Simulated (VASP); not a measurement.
All values below come from PBEsol GGA, VASP's PBE PAW potentials (set 64) (plane waves; VASP).

Input for VASP

### KPOINTS
```
Automatic mesh
0
Gamma
7 4 1
0 0 0
```

INCAR:
```
# general
SYSTEM  = Ba(211) slab
PREC    = Normal
ENCUT   = 400
LREAL   = .False.
LASPH   = .True.

# electronic loop
EDIFF   = 1E-6
NELM    = 100
NELMIN  = 4
ALGO    = Normal
LMAXMIX = 4

# smearing
ISMEAR  = 1
SIGMA   = 0.1

# functional
GGA     = PS

# output
LWAVE   = .False.
LCHARG  = .False.
LORBIT  = 11
LVHAR   = .True.

# other
LDIPOL  = .True.
IDIPOL  = 3
DIPOL   = 0.5 0.5 0.5
```

### POSCAR
```
Ba(211) slab
1
    4.2400238900     0.0000000000     0.0000000000
    0.0000000000     6.9239291840     0.0000000000
    0.0000000000     0.0000000000    24.6231855633
Ba
5
Direct
  0.2913035758   0.5000000000   0.3416295806
  0.7256487700   0.0000000000   0.4212570202
  0.0000000000   0.5000000000   0.5000000000
  0.2743512300   1.0000000000   0.5787429798
  0.7086964242   0.5000000000   0.6583704194
```

POTCAR, in this order: Ba_sv (PBE.64 set). Program: vasp_std. Read from the step before: WAVECAR.

The run wrote:

File OSZICAR:
```
       N       E                     dE             d eps       ncg     rms          rms(c)
DAV:   1    -0.914619683059E+01   -0.91462E+01   -0.29230E-04   960   0.393E-02    0.161E-02
DAV:   2    -0.914615831928E+01    0.38511E-04   -0.44267E-04   932   0.444E-02    0.917E-03
DAV:   3    -0.914615314104E+01    0.51782E-05   -0.44911E-05   880   0.169E-02    0.203E-03
DAV:   4    -0.914615337800E+01   -0.23697E-06   -0.50604E-06   776   0.519E-03
   1 F= -.91461534E+01 E0= -.91472647E+01  d E =0.333397E-02
```

OUTCAR:
```
------------------------ aborting loop because EDIFF is reached ----------------------------------------
  FORCE on cell =-STRESS in cart. coord.  units (eV):
  Direction    XX          YY          ZZ          XY          YZ          ZX
  --------------------------------------------------------------------------------------
  Total        0.6234382     -1.0677920     -0.0928120      0.0000000      0.0000000      0.1115074
  in kB        1.3817797     -2.3666394     -0.2057073      0.0000000      0.0000000      0.2471434
  external PRESSURE =      -0.3968557 kB  Pullay stress =       0.0000000 kB
  volume of cell :      722.88
      direct lattice vectors                 reciprocal lattice vectors
     4.240023890  0.000000000  0.000000000     0.235847728  0.000000000  0.000000000
     0.000000000  6.923929184  0.000000000     0.000000000  0.144426665  0.000000000
     0.000000000  0.000000000 24.623185563     0.000000000  0.000000000  0.040612129
 POSITION                                       TOTAL-FORCE (eV/Angst)
 -----------------------------------------------------------------------------------
      1.23513      3.46196      8.41201        -0.007687      0.000000      0.022575
      3.07677      0.00000     10.37269        -0.012510     -0.000000     -0.026110
      0.00000      3.46196     12.31159         0.000000     -0.000000      0.000000
      1.16326      0.00000     14.25050         0.012510     -0.000000      0.026110
      3.00489      3.46196     16.21118         0.007687     -0.000000     -0.022575
 -----------------------------------------------------------------------------------
    total drift:                                0.000000     -0.000000      0.000000
  FREE ENERGIE OF THE ION-ELECTRON SYSTEM (eV)
  ---------------------------------------------------
  free  energy   TOTEN  =        -9.1461533780 eV

  energy  without entropy=       -9.1494873463  energy(sigma->0) =       -9.14726470

 total charge

# of ion       s       p       d       tot
------------------------------------------
    1        2.080   5.538   0.255   7.873
    2        2.070   5.532   0.300   7.901
    3        2.071   5.523   0.332   7.926
    4        2.070   5.532   0.300   7.901
    5        2.080   5.538   0.255   7.873
--------------------------------------------------
tot         10.371  27.662   1.441  39.474
```
(Selected blocks of OUTCAR.)

The cell is a thin slab with vacuum, built from Ba (bcc): (211) face.
